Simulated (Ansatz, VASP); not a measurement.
**Cross-check of Zr2CSO (Zr2COS MXene, 1 layer) between VASP and Ansatz**

One calculation is typed for both programs; each brings its own data sets. How far apart do they land? Of the first pair: The structure shown is the start of the Ansatz relaxation below; VASP solves that cell, so the two are compared at the walk's first step.

Main program and level: Ansatz 0.2.0; plane waves, with VASP 6.6.1 beside it; single point at PBE.

## (1) The structure

The cell holds 5 atoms: 1 S, 2 Zr, 1 C and 1 O. Cell: a = 3.289 Å, b = 3.289 Å, c = 20.587 Å, α = 90.0°, β = 90.0°, γ = 120.0°. Vacuum lies along c.

## (2) Ansatz: relaxation, PBE

Ansatz runs on its default PAW (the set named soft_2) files.

The two programs are compared at the cell with which this relaxation starts, whose forces are those of its first step.

File input.yaml:

```yaml
crystal:
  lattice:
    - [3.289, 0.0, 0.0]
    - [-1.6445, 2.848357553, 0.0]
    - [0.0, 0.0, 20.5866226631]
  atoms:
    - { symbol: S, position: [0.3333333333, 0.6666666667, 0.3643142502] }
    - { symbol: Zr, position: [0.6666666667, 0.3333333333, 0.4523518813] }
    - { symbol: C, position: [0.0, 0.0, 0.5153904766] }
    - { symbol: Zr, position: [0.3333333333, 0.6666666667, 0.5784290718] }
    - { symbol: O, position: [0.6666666667, 0.3333333333, 0.6356857498] }
kpoints:
  mp_grid: { grid: [12, 12, 1] }
hamiltonian:
  xc: pbe
scf:
  occupations: { method: fermi_dirac, width: 0.05 }
  convergence: { dr2_threshold: 1.0e-08 }
efield:
  axis: 3
  dipole_correction: true
  ramp_position: 0.97
  ramp_width: 0.04
relax:
  f_tol: 0.01
  cell: { fix: [c, alpha, beta] }
output:
  write_potential: true
  write_density: true
  volumetric_format: npy
```

Run with:

```
$ ansatz run input.yaml --threads 4 --pin off --max-ram 8192MiB --backend cpu --events-out ev --progress --plain --runs-dir out
```

Numbers of over 12 decimals in the logs are rounded to 6 here.

Output:

```text
Warning: relax.cell: scf.convergence.dr2_threshold = 1e-8 eV is looser than the 5e-10 eV advised for a relaxation that steers and ends on the stress (1e-10 eV for each atom of the cell: 5). What an SCF threshold leaves in a stress goes as its square root, and in the free energy as the threshold itself, and one threshold admits the most on a small cell: [figures from the program's tests cut] Set scf.convergence.dr2_threshold to 5e-10 eV or tighter. The threshold is an SCF's pass mark: one that does not reach it within its budget of iterations ends unconverged, or closes short of it on a stop that the run arms, and scf.convergence.dr2_threshold's page says what that costs each kind of run
Engine: ansatz 0.2.0, aarch64-unknown-linux-gnu
Pseudopotentials: kind: paw
Pseudopotential: S, paw, valence charge 6, recommended cutoff 420 eV (normal), S.paw.azcp
Pseudopotential: Zr, paw, valence charge 12, recommended cutoff 420 eV (normal), Zr.paw.azcp
Pseudopotential: C, paw, valence charge 4, recommended cutoff 420 eV (normal), C.paw.azcp
Pseudopotential: O, paw, valence charge 6, recommended cutoff 420 eV (normal), O.paw.azcp
Functional definition: PBE
  parameter kappa = 0.804
  parameter beta = 0.066725
  exchange = pbe_x(kappa = kappa, mu = beta*pi^2/3)
  correlation = pbe_c(beta = beta)
Crystal: 5 atoms, lattice volume = 192.861 Å³
Basis set: ecut = 420 eV, 3837 PW (Γ), exchange–correlation on 48×48×288 points (8 copies of the dense FFT grid, shifted against one another)
Bands: 25, of which v1, the nominal top of the filled ones, is band 20 counted from 1 (19 counted from 0)
Symmetry: 6 space group operations
Space group: P3m1 (ITA 156), of the structure as read, at distance tolerance 5.8e-5 Å
k-points: 19 of 144 (time reversal used)
Non-local potential: S, projectors of the file, l = 0: 2, l = 1: 2, l = 2: 2
Non-local potential: Zr, projectors of the file, l = 0: 3, l = 1: 2, l = 2: 2, l = 3: 2
Non-local potential: C, projectors of the file, l = 0: 2, l = 1: 2, l = 2: 1
Non-local potential: O, projectors of the file, l = 0: 2, l = 1: 2, l = 2: 1
PAW form: soft (Blöchl's): semilocal exchange-correlation on the pseudo side does not see the compensation charge
PAW one-centre angular grid: S, 110 points (default); XC on 64 Gauss nodes
PAW one-centre angular grid: Zr, 590 points (default); XC on 64 Gauss nodes
PAW one-centre angular grid: C, 110 points (default); XC on 64 Gauss nodes
PAW one-centre angular grid: O, 110 points (default); XC on 64 Gauss nodes
Initial density: superposition of atomic densities (neutral atoms: chi_scale 0, normalization atom), corrected by the library's trained network
Initial wavefunctions: pseudopotential atomic-orbital guess
Functional: x = pbe(κ = 0.804, μ = 0.219515), c = pbe(β = 0.066725)
SCF iter   1: F=—  HF=-10093.306778 eV  |F-HF|=—  |Δ(HF+E_count)|=         —  Δρ=2.96e-3  dr2=4.70e-2  ethr=1.77e-3  p=-0.019 e·Å  D=-1.75e-2 V/Å  ΔV_dip=0.36 eV  dr2_dipole=1.51e-2  V_vac-E_F(+/−)=6.73/6.37 eV  ⟨swp⟩=8.1  Hψ=2605  notcnv=0
efield: sawtooth ramp at fractional position 0.9700 (set: `efield.ramp_position`, or a place that a band, a saddle search or an elastic batch's reference lends), width 0.0400; the density the first Hamiltonian is built on has a dipole p = -0.019 e·Å; the dipole correction subtracts the counter field D = -1.75e-2 V/Å, which shifts the + side's vacuum level by +0.36 eV against the − side's; the planar-averaged density in the ramp window peaks in size at 4.5e-5 e/Å³
preconditioner: auto → LDOS  [insulator: Δε(μ)=0.265 eV  Ē_g=8.171 eV  σ=0.050 eV  W_gap=0.57  n_scr=12 (ndim 8)  ℏωp=13.1 eV  f_vac=0.586  D(μ)=1.35/eV (n_scr^D=6)  ε∞_Penn≈3.6  β→1.0]
SCF iter   2: F=—  HF=-10093.311581 eV  |F-HF|=—  |Δ(HF+E_count)|=   4.80e-3  Δρ=2.94e-3  dr2=7.14e-2  ethr=1.18e-4  p=-0.056 e·Å  D=-5.24e-2 V/Å  ΔV_dip=1.08 eV  dr2_dipole=1.84e-2  V_vac-E_F(+/−)=7.33/6.25 eV  ⟨swp⟩=3.1  Hψ=967  notcnv=0  defer=4
SCF iter   3: F=—  HF=-10093.303302 eV  |F-HF|=—  |Δ(HF+E_count)|=   8.28e-3  Δρ=7.80e-4  dr2=2.01e-3  ethr=1.18e-4  p=-0.040 e·Å  D=-3.73e-2 V/Å  ΔV_dip=0.77 eV  dr2_dipole=2.11e-4  V_vac-E_F(+/−)=7.09/6.32 eV  ⟨swp⟩=2.0  Hψ=731  notcnv=0  defer=4
SCF iter   4: F=—  HF=-10093.303108 eV  |F-HF|=—  |Δ(HF+E_count)|=   1.94e-4  Δρ=3.06e-4  dr2=2.45e-4  ethr=5.03e-6  p=-0.040 e·Å  D=-3.80e-2 V/Å  ΔV_dip=0.78 eV  dr2_dipole=4.03e-6  V_vac-E_F(+/−)=7.11/6.32 eV  ⟨swp⟩=2.8  Hψ=806  notcnv=0  defer=4
[...]
SCF iter   6: F=-10094.026338 eV  HF=-10094.026338 eV  |F-HF|=1.41e-9  |Δ(HF+E_count)|=   3.20e-9  Δρ=5.49e-7  dr2=1.03e-9  ethr=2.50e-11  p=0.082 e·Å  D=7.27e-2 V/Å  ΔV_dip=-1.50 eV  dr2_dipole=2.19e-10  V_vac-E_F(+/−)=4.63/6.13 eV  ⟨swp⟩=8.0  Hψ=3264  notcnv=0
SCF 9 converged in 6 iterations: F = -10094.026338 eV  dr2 = 1.03e-9
relax step   9: F+E_penalty+E_count = -10094.02633832 eV  Δ(F+E_penalty+E_count) = +7.121e-5 eV  max|allowed force component| = 2.978e-3 eV/Å  Δτ_max = 0.0017 Å  P = +0.004 GPa  Ω = 204.225 Å³  energy of the carried Pulay correction = -1.367e-4 eV  fix = [c, alpha, beta]  reactions: c +0.007 GPa  (6 SCF iters, accepted)
iter 1 solved again at ethr=4.56e-7 eV; its pass at ethr=3.10e-3 eV (dr2=1.82e-4 eV) is discarded
SCF iter   1: F=—  HF=-10094.026483 eV  |F-HF|=—  |Δ(HF+E_count)|=         —  Δρ=1.14e-5  dr2=1.12e-8  ethr=4.56e-7  p=0.082 e·Å  D=7.27e-2 V/Å  ΔV_dip=-1.50 eV  dr2_dipole=1.56e-10  V_vac-E_F(+/−)=4.63/6.13 eV  ⟨swp⟩=3.9  Hψ=3878  notcnv=0
efield: sawtooth ramp at fractional position 0.9700 (set: `efield.ramp_position`, or a place that a band, a saddle search or an elastic batch's reference lends), width 0.0400; the density the first Hamiltonian is built on has a dipole p = 0.082 e·Å; the dipole correction subtracts the counter field D = 7.27e-2 V/Å, which shifts the + side's vacuum level by -1.50 eV against the − side's; the planar-averaged density in the ramp window peaks in size at 2.3e-6 e/Å³
eigensolver tolerance schedule: the retry pair's looser diagonalisation over-reported the residual by 16233.80 of it (diagonalisation noise at an unbounded share of the residual, at the tolerance the schedule requests for it); recorded, not acted on — ethr = c·dr2/N_el stays at c = 1.0e-1
preconditioner: auto → LDOS  [insulator: Δε(μ)=0.193 eV  Ē_g=8.307 eV  σ=0.050 eV  W_gap=0.63  n_scr=12 (ndim 8)  ℏωp=12.7 eV  f_vac=0.600  D(μ)=0.54/eV (n_scr^D=4)  ε∞_Penn≈3.3  β→1.0]
SCF iter   2: F=—  HF=-10094.026455 eV  |F-HF|=—  |Δ(HF+E_count)|=   2.83e-5  Δρ=1.67e-6  dr2=1.29e-8  ethr=2.81e-11  p=0.082 e·Å  D=7.27e-2 V/Å  ΔV_dip=-1.50 eV  dr2_dipole=5.97e-10  V_vac-E_F(+/−)=4.63/6.13 eV  ⟨swp⟩=4.6  Hψ=1563  notcnv=0
SCF iter   3: F=-10094.026455 eV  HF=-10094.026455 eV  |F-HF|=2.40e-9  |Δ(HF+E_count)|=   1.72e-9  Δρ=5.92e-7  dr2=2.50e-9  ethr=2.50e-11  p=0.082 e·Å  D=7.27e-2 V/Å  ΔV_dip=-1.50 eV  dr2_dipole=4.60e-10  V_vac-E_F(+/−)=4.63/6.13 eV  ⟨swp⟩=10.1  Hψ=3740  notcnv=0
SCF 10 converged in 3 iterations: F = -10094.026455 eV  dr2 = 2.50e-9
relax step  10: F+E_penalty+E_count = -10094.02645461 eV  Δ(F+E_penalty+E_count) = -1.163e-4 eV  max|allowed force component| = 2.963e-3 eV/Å  Δτ_max = 0.0000 Å  P = +0.004 GPa  Ω = 204.225 Å³  fix = [c, alpha, beta]  reactions: c +0.006 GPa  stress off target by 2.85e-3 GPa on what of the cell is left free  SCF on the basis re-selected at this cell (its energy is not comparable with the rows above)  (3 SCF iters)
basis re-selected at this cell: Δ(F+E_penalty+E_count) = -1.163e-4 eV, ΔP = +0.000 GPa vs the last step (what re-selecting the basis moved, of the pressure what is left beyond the Pulay correction that the steps carried, after the strain that the cell walked since its last selection, with what the two solves' SCF thresholds leave and, on support functions, any second-order correction that the steps lacked; it is no m [...]
WARN: The output density's exchange-correlation potential varies sharply where the density is thin. Do not read a vacuum level from v_tot or v_xc, or from such a field of the output density. On a cell that repeats whose density bears no net charge and no dipole along the vacuum's axis use v_es (v_loc + v_h of the components); under efield.dipole_correction with no amplitude use v_es + v_field, which holds any externa [...]
SCF converged after 3 iterations
Free energy (F): -10094.026455 eV
Harris-Foulkes:  -10094.026455 eV  (|F-HF|=2.40e-9)
Internal energy: -10094.021978 eV  (E = F + TS)
E sigma→0 (E₀):  -10094.024216 eV
Entropy (-TS):   -0.004477 eV (-0.895 meV/atom)
Fermi energy:    0.920262 eV
Dipole field:    D = 0.072626 V/Å  (p = 0.081967 e·Å, saw-weighted, corrected)
Work function:   Φ+ = 4.6335 eV   Φ− = 6.1286 eV
Levels:          The Fermi level and band energies are counted from a zero that moves with the ramp; work functions are not
--- Per-component energies (eV) ---
  E_band       = -620.254496
  E_kinetic    = 1037.242593
  E_local      = -25510.816703  (includes V_loc(G=0)·N_el)
  E_nonlocal   = 257.446679
  E_hartree    = 12214.081227
  E_xc         = -544.897672
  E_vxc        = -626.320464  (∫ρ·V_xc dr)
  E_paw        = -6763.081571  (= ΣΔE_a)
  E_vpaw       = -204.709653  (= ΣTr[D̂ρ^β])
  E_aug_tail   = 0.002485  (compensation charges beyond the density's cutoff)
  E_efield     = 0.002976  (sawtooth field / dipole correction)
  E_vefield    = -1.258402  (∫n·V_field dr)
  E_ewald      = 9215.998007
  E_smearing   = -0.004477  (= −TS)
  E_closure    = -0.000000  (closes the sum)
  Σ components = -10094.026455   (vs F -10094.026455, Δ=0.00e0)
--- Forces (eV/Å), atoms counted from 1 ---
  atom   1  S      0.00000000     0.00000000    -0.00295961
  atom   2  Zr     0.00000000    -0.00000000     0.00014487
  atom   3  C      0.00000000    -0.00000000     0.00245662
  atom   4  Zr     0.00000000    -0.00000000     0.00103736
  atom   5  O      0.00000000    -0.00000000    -0.00066030
  max |Σ_I F_I| component: 1.89e-5 eV/Å
--- Stress (GPa, compression-positive) ---
        0.002851       0.000000       0.000000
        0.000000       0.002851       0.000000
        0.000000       0.000000       0.006454
  P = ⅓ Tr σ = 0.0041 GPa (0.041 kbar)
--- Band table (eV; the first three rows and the last of 19) ---
  k-point 0: bands = [... 16 lower, -1.2075, -0.1558, 1.0865, 1.0865, 2.1811, 2.1811, 2.4334, 3.6619, ... 1 higher]
  k-point 1: bands = [... 16 lower, -1.1870, -0.0255, 0.4916, 0.7612, 2.0949, 2.5267, 2.7674, 3.6384, ... 1 higher]
  k-point 2: bands = [... 16 lower, -1.1653, -0.7667, 0.1820, 0.3201, 1.7510, 2.9753, 3.2726, 3.6764, ... 1 higher]
  k-point 18: bands = [... 16 lower, -2.1549, -1.5640, -1.2836, -1.1574, 2.7652, 3.2364, 3.9185, 4.3773, ... 1 higher]
--- Relaxed structure (8 steps of the walk, 8 accepted, 2 SCFs on fresh bases) ---
  F+E_penalty+E_count = -10094.02645461 eV   max|allowed force component| = 2.963e-3 eV/Å   (the final SCF, on the basis selected at the relaxed cell)
  cell:  # Å, volume = 204.2251 Å³
    - [3.384517, 0.0, 0]
    - [-1.692259, 2.931078, 0]
    - [0, 0, 20.5866226631]
  atoms:
    - { symbol: S, position: [0.333333, 0.666667, 0.372322] }
    - { symbol: Zr, position: [0.666667, 0.333333, 0.450004] }
    - { symbol: C, position: [-4.545195904013638e-19, -1.298627401102765e-19, 0.514905] }
    - { symbol: Zr, position: [0.333333, 0.666667, 0.583069] }
    - { symbol: O, position: [0.666667, 0.333333, 0.625872] }
```

[end of part 1 of 2]

[Lines on the potential files, build, host, timing and source positions are cut from VASP's logs without a mark.]

[Logs are printed without paths, hosts, clocks, repeated set-up lines and the standing remarks that a program may print on its own settings, such as how far it seeks lower states.]

[Hosts, paths, dates, database ids (printed as entryN), source tags and the programs' standing remarks are cut or masked in the printed files.]
